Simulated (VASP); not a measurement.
Fe₂O₃ (corundum): computed properties

Level of theory: r2SCAN meta-GGA, VASP's PBE PAW potentials (set 64) (plane waves; VASP).

| Property | Result |
|---|---|
| space group | R-3c (167) |
| cell | a = b = 5.0012 Å, c = 13.7638 Å, α = β = 90.00°, γ = 120.00° |
| volume per atom | 9.94 Å³/atom |
| band gap (over mesh and band path) | 1.50 eV |
| smallest direct gap (over mesh and band path) | 1.52 eV |
| cell moment | 0.00 μB |
| density | 5.34 g/cm³ |

```yaml
crystal:
  lattice:
    - [4.80971, -2.50058, 0.01208]
    - [4.80971, 2.50058, 0.01208]
    - [3.49928, 0.00000, 4.14022]
  atoms:
    - { symbol: Fe, position: [0.85561, 0.85561, 0.85561], spin: 3.9 }
    - { symbol: Fe, position: [0.35561, 0.35561, 0.35561], spin: -3.9 }
    - { symbol: Fe, position: [0.14439, 0.14439, 0.14439], spin: 3.9 }
    - { symbol: Fe, position: [0.64439, 0.64439, 0.64439], spin: -3.9 }
    - { symbol: O, position: [0.44233, 0.05767, 0.75000] }
    - { symbol: O, position: [0.05767, 0.75000, 0.44233] }
    - { symbol: O, position: [0.55767, 0.94233, 0.25000] }
    - { symbol: O, position: [0.25000, 0.55767, 0.94233] }
    - { symbol: O, position: [0.94233, 0.25000, 0.55767] }
    - { symbol: O, position: [0.75000, 0.44233, 0.05767] }
```

Measured: a 5.034 Å (computed value off by -0.7 %), c 13.752 Å (computed value off by +0.1 %), as given by Haibo Guo et al., Physical Review B (2011), arXiv:1101.3105. The calculation is for a static lattice, while the measured a, c hold thermal and zero-point effects, which are part of the difference.

The compound is Fe2O3 in the corundum structure. It was relaxed first. Symmetry was kept, so distortions that lower it aren't found.
